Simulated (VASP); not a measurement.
An input for Quantum ESPRESSO's pw.x (written as the equivalent of a VASP run, and not itself run):

```
&CONTROL
  calculation = 'vc-relax'
  pseudo_dir = './pseudo'
  outdir = './out'
  tprnfor = .true.
  tstress = .true.
  nstep = 60
  forc_conv_thr = 0.00078
/
&SYSTEM
  ibrav = 0
  nat = 3
  ntyp = 2
  ecutwfc = 82
  occupations = 'smearing'
  smearing = 'methfessel-paxton'
  degauss = 0.00735
  input_dft = 'pbesol'
/
&ELECTRONS
  conv_thr = 7.3e-08
  electron_maxstep = 100
/
&IONS
/
&CELL
/
ATOMIC_SPECIES
  Nb 92.906 Nb.upf
  Si 28.085 Si.upf
CELL_PARAMETERS angstrom
     4.2826350   -0.0000000    0.0000000
    -2.1413175    3.7088710   -0.0000000
    -0.0000000    0.0000000    2.7171090
ATOMIC_POSITIONS crystal
  Nb   0.0000000  1.0000000  1.0000000
  Si   0.3333330  0.6666670  0.5000000
  Si   0.6666670  0.3333330  0.5000000
K_POINTS automatic
  8 8 10 0 0 0
```

Q: Write the VASP files for the same calculation (PBEsol).

A: This is not unique; one that fits is 
INCAR:
```
SYSTEM = NbSi2
PREC = Accurate
ENCUT = 400
EDIFF = 1E-6
NELM = 100
ALGO = Normal
LREAL = .FALSE.
LASPH = .TRUE.
ISMEAR = 1
SIGMA = 0.1
GGA = PS
LMAXMIX = 4
LWAVE = .FALSE.
LCHARG = .FALSE.
IBRION = 2
ISIF = 3
NSW = 60
EDIFFG = -0.02
```

KPOINTS:
```
Automatic mesh
0
G
  8 8 10
0 0 0
```

### POSCAR
```
NbSi2
1
    4.2826350295    -0.0000000000     0.0000000000
   -2.1413175147     3.7088709670    -0.0000000000
   -0.0000000000     0.0000000000     2.7171090486
Nb Si
1 2
Direct
  0.0000000000   1.0000000000   1.0000000000
  0.3333330000   0.6666670000   0.5000000000
  0.6666670000   0.3333330000   0.5000000000
```

POTCAR, in this order: Nb_sv Si (PBE.64 set). Program: vasp_std.

What does not carry over: the potentials are each code's own (VASP's PAW set, PseudoDojo norm-conserving files in pw.x), so ENCUT and ecutwfc are chosen apart and not converted; conv_thr bounds pw.x's estimated SCF error, while EDIFF bounds the energy change between steps; forc_conv_thr acts on force components and is met together with etot_conv_thr.

The structure was generated: NbSi2 was put into the AlB2 type (P6/mmm), which need not be its known phase. This run relaxes it. Symmetry was kept, so distortions that lower it aren't found. The start is the result of an earlier pass.
